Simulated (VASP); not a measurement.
Output of a VASP run:

File OSZICAR:
```
...
DAV:   6    -0.911829941841E+01    0.11340E+00   -0.11726E-01   656   0.185E+00    0.305E+00
DAV:   7    -0.908822159915E+01    0.30078E-01   -0.11610E-01   636   0.185E+00    0.504E-01
DAV:   8    -0.908551592259E+01    0.27057E-02   -0.10260E-02   636   0.604E-01    0.199E-01
DAV:   9    -0.908548209237E+01    0.33830E-04   -0.45075E-04   696   0.147E-01    0.741E-02
DAV:  10    -0.908547792430E+01    0.41681E-05   -0.23770E-05   696   0.368E-02    0.410E-02
DAV:  11    -0.908547678535E+01    0.11390E-05   -0.31917E-06   696   0.133E-02    0.188E-02
DAV:  12    -0.908547670415E+01    0.81195E-07   -0.27212E-07   684   0.366E-03
   1 F= -.90854767E+01 E0= -.90854767E+01  d E =-.908548E+01
       N       E                     dE             d eps       ncg     rms          rms(c)
DAV:   1    -0.908736619183E+01   -0.18894E-02   -0.92829E-02   588   0.183E+00    0.129E-01
DAV:   2    -0.908770184149E+01   -0.33565E-03   -0.38390E-03   704   0.434E-01    0.522E-02
DAV:   3    -0.908769539858E+01    0.64429E-05   -0.40636E-05   668   0.585E-02    0.390E-02
DAV:   4    -0.908769148865E+01    0.39099E-05   -0.96342E-06   684   0.211E-02    0.166E-02
DAV:   5    -0.908769132495E+01    0.16370E-06   -0.17084E-06   668   0.845E-03    0.175E-03
DAV:   6    -0.908769131189E+01    0.13053E-07   -0.37232E-08   400   0.172E-03
   2 F= -.90876913E+01 E0= -.90876913E+01  d E =-.221461E-02
       N       E                     dE             d eps       ncg     rms          rms(c)
DAV:   1    -0.908809314866E+01   -0.40182E-03   -0.48427E-01   580   0.418E+00    0.294E-01
DAV:   2    -0.908984213470E+01   -0.17490E-02   -0.19989E-02   708   0.989E-01    0.121E-01
DAV:   3    -0.908980719049E+01    0.34944E-04   -0.21139E-04   656   0.133E-01    0.900E-02
DAV:   4    -0.908978631868E+01    0.20872E-04   -0.52208E-05   676   0.490E-02    0.381E-02
DAV:   5    -0.908978553504E+01    0.78363E-06   -0.89009E-06   660   0.193E-02    0.409E-03
DAV:   6    -0.908978546287E+01    0.72173E-07   -0.27425E-07   616   0.426E-03
   3 F= -.90897855E+01 E0= -.90897855E+01  d E =-.430876E-02
       N       E                     dE             d eps       ncg     rms          rms(c)
DAV:   1    -0.909090411166E+01   -0.11186E-02   -0.43093E-02   600   0.115E+00    0.130E-01
DAV:   2    -0.909049801074E+01    0.40610E-03   -0.12532E-03   660   0.263E-01    0.603E-02
DAV:   3    -0.909028773758E+01    0.21027E-03   -0.23144E-04   692   0.972E-02    0.294E-02
DAV:   4    -0.909025261142E+01    0.35126E-04   -0.11075E-04   708   0.630E-02    0.604E-03
DAV:   5    -0.909025304627E+01   -0.43484E-06   -0.75375E-06   620   0.175E-02    0.566E-03
DAV:   6    -0.909025298996E+01    0.56309E-07   -0.20100E-07   560   0.341E-03
   4 F= -.90902530E+01 E0= -.90902530E+01  d E =-.467527E-03
       N       E                     dE             d eps       ncg     rms          rms(c)
DAV:   1    -0.909150472283E+01   -0.12517E-02   -0.67437E-02   600   0.144E+00    0.161E-01
DAV:   2    -0.909086895755E+01    0.63577E-03   -0.19583E-03   656   0.330E-01    0.757E-02
DAV:   3    -0.909053918487E+01    0.32977E-03   -0.36549E-04   700   0.122E-01    0.368E-02
DAV:   4    -0.909048555253E+01    0.53632E-04   -0.17072E-04   704   0.782E-02    0.750E-03
DAV:   5    -0.909048619843E+01   -0.64591E-06   -0.11475E-05   628   0.216E-02    0.698E-03
DAV:   6    -0.909048611284E+01    0.85597E-07   -0.32161E-07   664   0.424E-03
   5 F= -.90904861E+01 E0= -.90904861E+01  d E =-.700650E-03
```

### OUTCAR
```
------------------------ aborting loop because EDIFF is reached ----------------------------------------
  FORCE on cell =-STRESS in cart. coord.  units (eV):
  Direction    XX          YY          ZZ          XY          YZ          ZX
  --------------------------------------------------------------------------------------
  Total        0.3608717      0.3608716      0.3527792      0.0000000      0.0000000     -0.0000000
  in kB        6.2021135      6.2021118      6.0630318      0.0000000      0.0000000     -0.0000000
  external PRESSURE =       6.1557524 kB  Pullay stress =       0.0000000 kB
  volume of cell :       93.22
      direct lattice vectors                 reciprocal lattice vectors
     2.023454907 -3.504726254  0.000000000     0.247102121 -0.142664495 -0.000000000
     2.023454907  3.504726254 -0.000000000     0.247102121  0.142664495 -0.000000000
     0.000000000  0.000000000  6.572734089     0.000000000  0.000000000  0.152143687
 POSITION                                       TOTAL-FORCE (eV/Angst)
 -----------------------------------------------------------------------------------
      0.00000      0.00000      0.00000        -0.000000      0.000000      0.000000
      2.02345      1.16824      1.65632         0.000000     -0.000000      0.001580
      2.02345     -1.16824      4.91641         0.000000      0.000000     -0.001580
 -----------------------------------------------------------------------------------
    total drift:                               -0.000000     -0.000000      0.000000
  FREE ENERGIE OF THE ION-ELECTRON SYSTEM (eV)
  ---------------------------------------------------
  free  energy   TOTEN  =        -9.0904861128 eV

  energy  without entropy=       -9.0904861128  energy(sigma->0) =       -9.09048611

 reached required accuracy - stopping structural energy minimisation
```
(Selected blocks of OUTCAR.)

File POSCAR:
```
MgI2
1
    2.0166258429    -3.4928980214     0.0000000000
    2.0166258429     3.4928980214     0.0000000000
    0.0000000000     0.0000000000     6.6173249327
Mg I
1 2
Direct
  0.0000000000   0.0000000000   1.0000000000
  0.3333330000   0.6666670000   0.2474505819
  0.6666670000   0.3333330000   0.7525494181
```

Question: Reconstruct the remaining input files.

Answer: Several could match; the one computed here: the input of the run itself, LDA (Ceperley-Alder, Perdew-Zunger), plane waves, VASP's LDA PAW potentials (set 64).

**KPOINTS**
```
Automatic mesh
0
Gamma
6 6 4
0 0 0
```

**INCAR**
```
EDIFF=1E-7   # SCF stop (eV)
EDIFFG=-0.01   # ionic stop
LMAXMIX=4   # l cut-off of mixed one-centre charges
LREAL=.False.   # projection in real space or not
PREC=Accurate
IBRION=2   # conjugate gradients
NELM=100   # most electronic steps
SYSTEM=MgI2
LCHARG=.False.
ISIF=4
ALGO=Normal
ENCUT=520   # plane-wave cut-off (eV)
LWAVE=.False.
NSW=30
SIGMA=0.05   # width (eV)
ISMEAR=0
LASPH=.True.
```

POTCAR, in this order: Mg I (LDA.64 set). Program: vasp_std.

The compound is MgI2 in the 1T layered structure. This cell is one point of a volume scan, at 0.97 of the reference volume. Symmetry was kept, so distortions that lower it aren't found.
